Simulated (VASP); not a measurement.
Data:

```yaml
crystal:
  lattice:
    - [0.00000, 2.94398, 2.94398]
    - [2.94398, 0.00000, 2.94398]
    - [2.94398, 2.94398, 0.00000]
  atoms:
    - { symbol: Hg, position: [0.00000, 0.00000, 0.00000] }
    - { symbol: S, position: [0.25000, 0.25000, 0.25000] }
```

Level of theory: PBEsol GGA, VASP's PBE PAW potentials (set 64) (plane waves; VASP 6.6.1). Numerical set-up: 480 eV cut-off, 10×10×10 Γ-centred mesh, first-order Methfessel-Paxton smearing of 0.10 eV, potentials Hg S.

Unless said otherwise, spin-orbit coupling is left out, though it shifts the bands of the heavy elements here.

Q: Estimate the energy per atom (σ→0), band gap (on the k-mesh) with the smallest direct gap where there is one.

A: 
| Property | Value |
|---|---|
| band gap (on the k-mesh) | none (metal, semimetal or under 0.01 eV) |
| energy per atom (σ→0) | -2.639 eV/atom |

The absolute energy has meaning only against runs of the same code, potentials and settings.

The compound is HgS in the zinc blende structure, metacinnabar; cinnabar is the stable form. It was relaxed first.
